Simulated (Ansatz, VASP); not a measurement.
One calculation of Si, two programs

```
CELL_PARAMETERS angstrom
-1.56184 1.56184 1.32033
1.56184 -1.56184 1.32033
1.56184 1.56184 -1.32033
ATOMIC_POSITIONS crystal
Si 0.00000 0.00000 0.00000
```

Change from the starting cell: strain -0.040 along x and y, +0.000 along z, atoms carried along.

Alike in both runs: task single point; functional LDA; k mesh 22 × 22 × 22; occupations gaussian, width 0.15 eV; no spin polarisation.

```csv
,VASP,Ansatz
version,VASP 6.6.1,Ansatz 0.2.0
potentials or method,"VASP PAW LDA potentials, release 64 (Si)","scalar-relativistic, plane waves, PAW"
plane-wave cutoff (eV),520,420
valence electrons in the cell,4,4
```

Ansatz gave:

| Property | Result |
| --- | --- |
| gap on the k mesh at the Fermi level (eV) | none |
| pressure (GPa) | 9.5 |
| largest component of the traceless stress (GPa) | 2.38 |

Q: Which values does VASP return?

A: gap on the k mesh at the Fermi level (eV): none; pressure (GPa): 9.6; largest component of the traceless stress (GPa): 2.44.

A gap of «none» marks a metal or a gap that the smearing closes.
